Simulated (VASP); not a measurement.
**Relaxed cell of CrO2: a test of cutoff and mesh**

How far does the relaxed cell of CrO2 depend on cutoff and k mesh? The starting structure is a measured crystal structure from the Crystallography Open Database. The first relaxation on each setting starts from this cell expanded by 3 % in volume.

Calculated with VASP 6.6.1; Kohn-Sham DFT with plane waves and PAW; PBEsol.

## 1. Set-up

The structure is tetragonal, space group P4_2/mnm (No. 136). The conventional cell has a = 4.421 Å, b = 4.421 Å, c = 2.917 Å, α = 90.00°, β = 90.00°, γ = 90.00°. Cr has 6 O at 1.88 to 1.92 Å nearest. Nearest to O lie 3 Cr at 1.88 to 1.92 Å. Farther neighbours and most contacts between anions are not listed.

As a file:

```xyz
6
Lattice="4.4210 0.0000 0.0000 0.0000 4.4210 0.0000 0.0000 0.0000 2.9170" Properties=species:S:1:pos:R:3 pbc="T T T"
Cr    2.2105    2.2105    1.4585
Cr    0.0000    0.0000    0.0000
O     3.5412    0.8798    1.4585
O     3.0903    3.0903    0.0000
O     0.8798    3.5412    1.4585
O     1.3307    1.3307    0.0000
```

## 2. Reference relaxation

This run starts from the cell of an earlier relaxation, which isn't shown; the restart sets up the plane waves anew.

INCAR reads:

```
SYSTEM = CrO2
PREC = Accurate
ENCUT = 520
EDIFF = 1E-06
NELM = 100
ISMEAR = 0
SIGMA = 0.05
LREAL = .FALSE.
ALGO = Normal
GGA = PS
NBANDS = 33
ISPIN = 2
MAGMOM = 3 -3 0 0 0 0
LASPH = .TRUE.
LMAXMIX = 4
LORBIT = 11
LWAVE = .FALSE.
LCHARG = .FALSE.
KPAR = 8
IBRION = 2
NSW = 50
ISIF = 3
EDIFFG = -0.006
```

POSCAR reads:

```
CrO2
1.0
    4.4165384349      0.0000000000      0.0000000000
    0.0000000000      4.4165384349      0.0000000000
    0.0000000000      0.0000000000      2.8577503428
Cr O
2 4
Direct
    0.5000000000      0.5000000000      0.5000000000
    0.0000000000      0.0000000000      0.0000000000
    0.8045093141      0.1954906859      0.5000000000
    0.6954906859      0.6954906859      0.0000000000
    0.1954906859      0.8045093141      0.5000000000
    0.3045093141      0.3045093141      0.0000000000
```

KPOINTS reads:

```
Automatic mesh
0
Gamma
6 6 10
0 0 0
```

Potentials, in the order of the species: Cr_pv and O (PBE family, release 64).

Started as:

```console
> mpirun -np 8 vasp_std
```

The program printed:

```text
[banner, memory and clock lines left out]
running    8 mpi-ranks, on    1 nodes
 distrk:  each k-point on    1 cores,    8 groups
 distr:  one band on    1 cores,    1 groups

 POSCAR found type information on POSCAR CrO
 POSCAR found :  2 types and       6 ions
|                                                                             |
|           W    W    AA    RRRRR   N    N  II  N    N   GGGG   !!!           |
|           W    W   A  A   R    R  NN   N  II  NN   N  G    G  !!!           |
|           W    W  A    A  R    R  N N  N  II  N N  N  G       !!!           |
|           W WW W  AAAAAA  RRRRR   N  N N  II  N  N N  G  GGG   !            |
|           WW  WW  A    A  R   R   N   NN  II  N   NN  G    G                |
|           W    W  A    A  R    R  N    N  II  N    N   GGGG   !!!           |
|                                                                             |
|     For optimal performance we recommend to set                             |
|       NCORE = 2 up to number-of-cores-per-socket                            |
|     NCORE specifies how many cores store one orbital (NPAR=cpu/NCORE).      |
|     This setting can greatly improve the performance of VASP for DFT.       |
|     The default, NCORE=1 might be grossly inefficient on modern             |
|     multi-core architectures or massively parallel machines. Do your        |
|     Unfortunately you need to use the default for GW and RPA                |
|     calculations (for HF NCORE is supported but not extensively tested      |
|     yet).                                                                   |
|                                                                             |

|                                                                             |
|               ----> ADVICE to this user running VASP <----                  |
|                                                                             |
|     You enforced a specific xc type in the INCAR file but a different       |
|     [... a line on the potential file left out ...]
|     I HOPE YOU KNOW WHAT YOU ARE DOING!                                     |
|                                                                             |

 LDA part: xc-table for (Slater+PW92), standard interpolation
 POSCAR, INCAR and KPOINTS ok, starting setup
 FFT: planning ... GRIDC
 FFT: planning ... GRID_SOFT
 FFT: planning ... GRID
 WAVECAR not read
 entering main loop
       N       E                     dE             d eps       ncg     rms          rms(c)
DAV:   1     0.598708461005E+03    0.59871E+03   -0.26165E+04  7920   0.165E+03
DAV:   2    -0.130101811459E+02   -0.61172E+03   -0.56110E+03  8662   0.491E+02
DAV:   3    -0.663222548681E+02   -0.53312E+02   -0.52028E+02  8313   0.157E+02
DAV:   4    -0.674469694434E+02   -0.11247E+01   -0.11191E+01  9266   0.228E+01
DAV:   5    -0.674776734540E+02   -0.30704E-01   -0.30686E-01 10122   0.342E+00    0.450E+01
DAV:   6    -0.596984889746E+02    0.77792E+01   -0.73503E+01  9058   0.933E+01    0.359E+01
DAV:   7    -0.552062686303E+02    0.44922E+01   -0.51099E+01  8802   0.930E+01    0.192E+01
DAV:   8    -0.530108659417E+02    0.21954E+01   -0.54593E+00  8629   0.226E+01    0.723E+00
DAV:   9    -0.527425545100E+02    0.26831E+00   -0.77496E-01 10133   0.942E+00    0.273E+00
DAV:  10    -0.527528776376E+02   -0.10323E-01   -0.13828E-01  9806   0.270E+00    0.166E+00
DAV:  11    -0.527573014776E+02   -0.44238E-02   -0.17652E-02  9814   0.135E+00    0.916E-01
DAV:  12    -0.527527939613E+02    0.45075E-02   -0.63980E-03  9536   0.110E+00    0.342E-01
DAV:  13    -0.527524365069E+02    0.35745E-03   -0.16833E-03 10467   0.388E-01    0.127E-01
DAV:  14    -0.527524427467E+02   -0.62398E-05   -0.12152E-04  9513   0.853E-02    0.696E-02
DAV:  15    -0.527524304102E+02    0.12337E-04   -0.52285E-05  8757   0.910E-02    0.328E-02
DAV:  16    -0.527524240361E+02    0.63741E-05   -0.17698E-05  9652   0.310E-02    0.139E-02
DAV:  17    -0.527524238263E+02    0.20982E-06   -0.11675E-06  4852   0.787E-03
   1 F= -.52752424E+02 E0= -.52749961E+02  d E =-.527524E+02  mag=     0.0000
 curvature:   0.00 expect dE= 0.000E+00 dE for cont linesearch  0.000E+00
 trial: gam= 0.00000 g(F)=  0.453E-06 g(S)=  0.556E-04 ort = 0.000E+00 (trialstep = 0.100E+01)
 search vector abs. value=  0.560E-04
 bond charge predicted
       N       E                     dE             d eps       ncg     rms          rms(c)
DAV:   1    -0.527529595462E+02   -0.53551E-03   -0.13235E-02  7959   0.115E+00    0.248E-01
DAV:   2    -0.527526466615E+02    0.31288E-03   -0.17890E-03  7960   0.592E-01    0.183E-01
DAV:   3    -0.527524017854E+02    0.24488E-03   -0.55774E-04  9587   0.334E-01    0.796E-02
DAV:   4    -0.527523661535E+02    0.35632E-04   -0.24659E-04  8053   0.141E-01    0.196E-02
DAV:   5    -0.527523642846E+02    0.18688E-05   -0.10627E-05  8421   0.260E-02    0.930E-03
DAV:   6    -0.527523637962E+02    0.48847E-06   -0.16364E-06  4891   0.978E-03
   2 F= -.52752364E+02 E0= -.52749902E+02  d E =0.600301E-04  mag=     0.0000
 trial-energy change:    0.000060  1 .order    0.000029   -0.000056    0.000113
 step:   0.1721(harm=  0.3311)  dis= 0.00001  next Energy=   -52.752428 (dE=-0.466E-05)
 bond charge predicted
       N       E                     dE             d eps       ncg     rms          rms(c)
DAV:   1    -0.527528227750E+02   -0.45849E-03   -0.91374E-03  7952   0.962E-01    0.204E-01
DAV:   2    -0.527526193468E+02    0.20343E-03   -0.12189E-03  7920   0.492E-01    0.152E-01
DAV:   3    -0.527524482297E+02    0.17112E-03   -0.37368E-04  9443   0.275E-01    0.643E-02
DAV:   4    -0.527524239670E+02    0.24263E-04   -0.16732E-04  7985   0.114E-01    0.161E-02
DAV:   5    -0.527524222753E+02    0.16917E-05   -0.72020E-06  7935   0.211E-02    0.756E-03
DAV:   6    -0.527524214823E+02    0.79298E-06   -0.10821E-06  4149   0.794E-03
   3 F= -.52752421E+02 E0= -.52749959E+02  d E =0.234395E-05  mag=    -0.0000
 curvature:  -0.16 expect dE=-0.203E-05 dE for cont linesearch -0.180E-05
 trial: gam= 0.00000 g(F)=  0.793E-06 g(S)=  0.122E-04 ort =-0.254E-04 (trialstep = 0.834E+00)
 search vector abs. value=  0.130E-04
 reached required accuracy - stopping structural energy minimisation
```

Wall time 80 s (8 MPI ranks of AMD EPYC 7R43, shared host); peak memory 2.4 GiB.

Lines that name or quote the potential files are left out of all logs, and their timing lines are given in words.

From OUTCAR (step 2):

```text
ion  position               nearest neighbor table
   1  0.500  0.500  0.500-   4 1.88   6 1.88   4 1.88   6 1.88   5 1.90   3 1.90
   2  0.000  0.000  0.000-   3 1.88   5 1.88   3 1.88   5 1.88   4 1.90   6 1.90
   3  0.805  0.195  0.500-   2 1.88   2 1.88   1 1.90
   4  0.695  0.695  0.000-   1 1.88   1 1.88   2 1.90
   5  0.195  0.805  0.500-   2 1.88   2 1.88   1 1.90
   6  0.305  0.305  0.000-   1 1.88   1 1.88   2 1.90

  LATTYP: Found a simple tetragonal cell.
 ALAT       =     4.4165384349
 C/A-ratio  =     0.6470565999

 Subroutine GETGRP returns: Found 16 space group operations
 (whereof  8 operations were pure point group operations)

The static configuration has the point symmetry D_2h.
 The point group associated with its full space group is D_4h.

 Found     60 irreducible k-points:

   k-points           NKPTS =     60   k-points in BZ     NKDIM =     60   number of bands    NBANDS=     33

   dimension x,y,z NGX =    36 NGY =   36 NGZ =   24
   dimension x,y,z NGXF=    72 NGYF=   72 NGZF=   48

   ENCUT  =  520.0 eV  38.22 Ry    6.18 a.u.   8.21  8.21  5.31*2*pi/ulx,y,z

   NELECT =      48.0000    total number of electrons

 k-points in reciprocal lattice and weights: Automatic mesh
   0.00000000  0.00000000  0.00000000       0.003
   0.16666667  0.00000000  0.00000000       0.011
   0.33333333  0.00000000  0.00000000       0.011
   0.50000000  0.00000000  0.00000000       0.006
   0.16666667  0.16666667  0.00000000       0.011
   0.33333333  0.16666667  0.00000000       0.022
   0.50000000  0.16666667  0.00000000       0.011
   0.33333333  0.33333333  0.00000000       0.011
   0.50000000  0.33333333  0.00000000       0.011
[...]
0.50000000  0.33333333  0.50000000       0.011
   0.50000000  0.50000000  0.50000000       0.003

 average (electrostatic) potential at core
       1 -71.3045       2 -71.3045       3 -69.6141       4 -69.6141       5 -69.6141
       6 -69.6141

 E-fermi :   5.7899

 spin component 1
 k-point     1 :       0.0000    0.0000    0.0000
  band No.  band energies     occupation
    ...
     21       4.4716      1.00000
     22       4.7497      1.00000
     23       4.7514      1.00000
     24       5.0003      1.00000
     25       5.7184      0.97836
     26       6.4470      0.00000
     27       6.7316      0.00000
     28       7.8890      0.00000
     29       8.2805      0.00000
     30      10.1074      0.00000
    ...

 k-point     2 :       0.1667    0.0000    0.0000
  band No.  band energies     occupation
    ...
     20       3.7785      1.00000
     21       4.1187      1.00000
     22       4.6945      1.00000
     23       4.9788      1.00000
     24       5.2216      1.00000
     25       5.9323      0.00003
     26       6.7736      0.00000
     27       6.9052      0.00000
     28       8.0789      0.00000
     29       8.1981      0.00000
    ...

 k-point     3 :       0.3333    0.0000    0.0000
  band No.  band energies     occupation
    ...
     20       3.2635      1.00000
     21       3.8498      1.00000
     22       4.3831      1.00000
     23       5.1889      1.00000
     24       5.5360      1.00000
     25       6.2796      0.00000
     26       7.1466      0.00000
     27       7.2505      0.00000
     28       7.9625      0.00000
     29       8.7357      0.00000
    ...

 k-point     4 :       0.5000    0.0000    0.0000
  band No.  band energies     occupation
    ...
     20       2.9322      1.00000
     21       3.9707      1.00000
     22       4.0435      1.00000
     23       5.2698      1.00000
     24       5.6724      0.99955
     25       6.4509      0.00000
     26       7.2559      0.00000
     27       7.4294      0.00000
     28       7.8346      0.00000
     29       9.3067      0.00000
    ...

 k-point     5 :       0.1667    0.1667    0.0000
  band No.  band energies     occupation
    ...
     20       3.7284      1.00000
     21       3.8926      1.00000
     22       4.6945      1.00000
     23       5.0063      1.00000
     24       5.1291      1.00000
     25       6.1441      0.00000
     26       6.5471      0.00000
     27       7.2571      0.00000
     28       8.1263      0.00000
     29       8.3378      0.00000
    ...

 k-point     6 :       0.3333    0.1667    0.0000
  band No.  band energies     occupation
    ...
     20       3.3353      1.00000
     21       3.5390      1.00000
     22       4.3083      1.00000
     23       5.2065      1.00000
     24       5.2165      1.00000
     25       6.4649      0.00000
     26       6.7810      0.00000
     27       7.4377      0.00000
     28       7.9983      0.00000
     29       8.8081      0.00000
    ...

  Total        0.0225281      0.0225281      0.0223653      0.0000000      0.0000000      0.0000000
  in kB        0.6476396      0.6476396      0.6429582      0.0000000      0.0000000      0.0000000
  external PRESSURE =       0.6460791 kB  Pullay stress =       0.0000000 kB

  energy-cutoff  :      520.00
  volume of cell :       55.73
      direct lattice vectors                 reciprocal lattice vectors
     4.416244474 -0.000000000  0.000000000     0.226436740 -0.000000000  0.000000000
     0.000000000  4.416244474  0.000000000     0.000000000  0.226436740  0.000000000
     0.000000000  0.000000000  2.857561337     0.000000000  0.000000000  0.349948744

 POSITION                                       TOTAL-FORCE (eV/Angst)
 -----------------------------------------------------------------------------------
      2.20812      2.20812      1.42878        -0.000000      0.000000     -0.000000
      0.00000      0.00000      0.00000         0.000000      0.000000     -0.000000
      3.55290      0.86334      1.42878        -0.001433      0.001433     -0.000000
      3.07147      3.07147      0.00000         0.001433      0.001433     -0.000000
      0.86334      3.55290      1.42878         0.001433     -0.001433      0.000000
      1.34478      1.34478      0.00000        -0.001433     -0.001433      0.000000
 -----------------------------------------------------------------------------------
    total drift:                               -0.000000      0.000000      0.000000

  FREE ENERGIE OF THE ION-ELECTRON SYSTEM (eV)
  ---------------------------------------------------
  free  energy   TOTEN  =       -52.7524214823 eV

  energy  without entropy=      -52.7474960025  energy(sigma->0) =      -52.74995874

 reached required accuracy - stopping structural energy minimisation

 total charge
# of ion       s       p       d       tot
------------------------------------------
    1        0.371   6.497   4.102  10.970
    2        0.371   6.497   4.102  10.970
    3        1.568   3.454   0.000   5.022
    4        1.568   3.454   0.000   5.022
    5        1.568   3.454   0.000   5.022
    6        1.568   3.454   0.000   5.022
--------------------------------------------------
tot          7.012  26.810   8.205  42.026

 magnetization (x)
# of ion       s       p       d       tot
------------------------------------------
    1        0.011   0.015   1.717   1.743
    2       -0.011  -0.015  -1.717  -1.743
    3        0.001   0.029   0.000   0.030
    4       -0.001  -0.029   0.000  -0.030
    5        0.001   0.029   0.000   0.030
    6       -0.001  -0.029   0.000  -0.030
--------------------------------------------------
tot          0.000   0.000   0.000   0.000

[... 3 further parts left out ...]
```

CONTCAR:

```
CrO2
   1.00000000000000
     4.4162444742320437   -0.0000000000000000    0.0000000000000000
     0.0000000000000000    4.4162444742320437    0.0000000000000000
     0.0000000000000000    0.0000000000000000    2.8575613368771657
  Cr              O
     2     4
Direct
     0.5000000000000000    0.5000000000000000    0.5000000000000000
     0.0000000000000000    0.0000000000000000    0.0000000000000000
     0.8045072814121454    0.1954927185878545    0.5000000000000000
     0.6954927185878546    0.6954927185878546    0.0000000000000000
     0.1954927185878545    0.8045072814121454    0.5000000000000000
     0.3045072814121455    0.3045072814121455    0.0000000000000000
```

Another magnetic start on this crystal ends lower by 53 meV an atom at this level, with moments of up to 2.1 μB and 4.0 μB a cell; so the state that PBEsol gives here is not the lowest.

The PAW data sets were made with PBE, which is usual practice but a small mismatch for other functionals. Oxides and halides of Cr are often magnetic insulators, and a metal at this level, without U or exact exchange, may be an artefact. The run keeps the 16 symmetry operations of its start, so it cannot find a distortion of lower symmetry.

The reference relaxation ends at 9.289 Å³ an atom.

## 3. Relaxation with a cutoff of 400 eV

Against step 2 the input has ENCUT = 400. This run starts from the cell of an earlier relaxation, which isn't shown; the restart sets up the plane waves anew.

Changes to INCAR since step 2:

```diff
@@ -2,3 +2,3 @@
 PREC = Accurate
-ENCUT = 520
+ENCUT = 400
 EDIFF = 1E-06
```

POSCAR reads:

```
CrO2
1.0
    4.3797086579      0.0000000000      0.0000000000
    0.0000000000      4.3797086579      0.0000000000
    0.0000000000      0.0000000000      2.8504659227
Cr O
2 4
Direct
    0.5000000000      0.5000000000      0.5000000000
    0.0000000000      0.0000000000      0.0000000000
    0.8038976771      0.1961023229      0.5000000000
    0.6961023229      0.6961023229      0.0000000000
    0.1961023229      0.8038976771      0.5000000000
    0.3038976771      0.3038976771      0.0000000000
```

KPOINTS is that of step 2.

Started as:

```console
> mpirun -np 8 vasp_std
```

The program printed:

```text
[banner, memory and clock lines left out]
running    8 mpi-ranks, on    1 nodes
[...]
[... a notice as in an earlier step ...]

 [... a notice as in an earlier step ...]

 LDA part: xc-table for (Slater+PW92), standard interpolation
 POSCAR, INCAR and KPOINTS ok, starting setup
[...]
entering main loop
       N       E                     dE             d eps       ncg     rms          rms(c)
DAV:   1     0.521026202377E+03    0.52103E+03   -0.22552E+04  7928   0.137E+03
DAV:   2    -0.226457787322E+02   -0.54367E+03   -0.49861E+03  8739   0.443E+02
DAV:   3    -0.663673060135E+02   -0.43722E+02   -0.42855E+02  8233   0.139E+02
DAV:   4    -0.672142651005E+02   -0.84696E+00   -0.84262E+00  9521   0.193E+01
[...]
DAV:  15    -0.528066732277E+02    0.82950E-05   -0.55875E-05  8388   0.877E-02    0.291E-02
DAV:  16    -0.528066680810E+02    0.51467E-05   -0.15206E-05 10125   0.320E-02    0.102E-02
DAV:  17    -0.528066680754E+02    0.55643E-08   -0.90041E-07  4593   0.747E-03
   1 F= -.52806668E+02 E0= -.52804215E+02  d E =-.528067E+02  mag=    -0.0000
[... from here on, the cycles between the ionic steps are left out ...]
   2 F= -.52794491E+02 E0= -.52791803E+02  d E =0.121775E-01  mag=    -0.0000
   3 F= -.52811224E+02 E0= -.52808686E+02  d E =-.455581E-02  mag=    -0.0000
   4 F= -.52811224E+02 E0= -.52808685E+02  d E =-.455576E-02  mag=    -0.0000
   5 F= -.52811341E+02 E0= -.52808799E+02  d E =-.117479E-03  mag=    -0.0000
 trial-energy change:   -0.000117  1 .order   -0.000128   -0.000240   -0.000015
 step:   0.9507(harm=  0.9271)  dis= 0.00123  next Energy=   -52.811342 (dE=-0.118E-03)
 reached required accuracy - stopping structural energy minimisation
```

It took 75 s on 8 MPI ranks; peak memory 1.8 GiB.

OUTCAR, selected parts (step 3):

```text
  Total        0.0290559      0.0290559      0.0103014     -0.0000000      0.0000000      0.0000000
  in kB        0.8593308      0.8593308      0.3046637     -0.0000000      0.0000000      0.0000000
  external PRESSURE =       0.6744417 kB  Pullay stress =       0.0000000 kB

 POSITION                                       TOTAL-FORCE (eV/Angst)
 -----------------------------------------------------------------------------------
      2.18343      2.18343      1.42042         0.000000      0.000000      0.000000
      4.36685      4.36685      0.00000         0.000000      0.000000      0.000000
      3.50949      0.85736      1.42042        -0.002627      0.002627      0.000000
      3.04078      3.04078      0.00000         0.002627      0.002627      0.000000
      0.85736      3.50949      1.42042         0.002627     -0.002627      0.000000
      1.32607      1.32607      0.00000        -0.002627     -0.002627     -0.000000
 -----------------------------------------------------------------------------------
    total drift:                                0.000000      0.000000     -0.000000

  FREE ENERGIE OF THE ION-ELECTRON SYSTEM (eV)
  ---------------------------------------------------
  free  energy   TOTEN  =       -52.8113413143 eV

  energy  without entropy=      -52.8062570120  energy(sigma->0) =      -52.80879916

 magnetization (x)
# of ion       s       p       d       tot
------------------------------------------
    1        0.011   0.014   1.673   1.698
    2       -0.011  -0.014  -1.673  -1.698
    3        0.001   0.023   0.000   0.023
    4       -0.001  -0.023   0.000  -0.023
    5        0.001   0.023   0.000   0.023
    6       -0.001  -0.023   0.000  -0.023
--------------------------------------------------
tot          0.000   0.000  -0.000  -0.000

[... 2 parts as in an earlier step ...]

[... 2 further parts left out ...]
[key lines of the parts left out:]
E-fermi :   6.1834
```

With a cutoff of 400 eV the cell ends at 9.029 Å³ an atom, -2.80 % from the reference.

(Continued in part 2 of 2.)

[Lines on the potential files, build, host, timing and source positions are cut from VASP's logs without a mark.]

[Logs are printed without paths, hosts, clocks, repeated set-up lines and the standing remarks that a program may print on its own settings, such as how far it seeks lower states.]

[Hosts, paths, dates, database ids (printed as entryN), source tags and the programs' standing remarks are cut or masked in the printed files.]
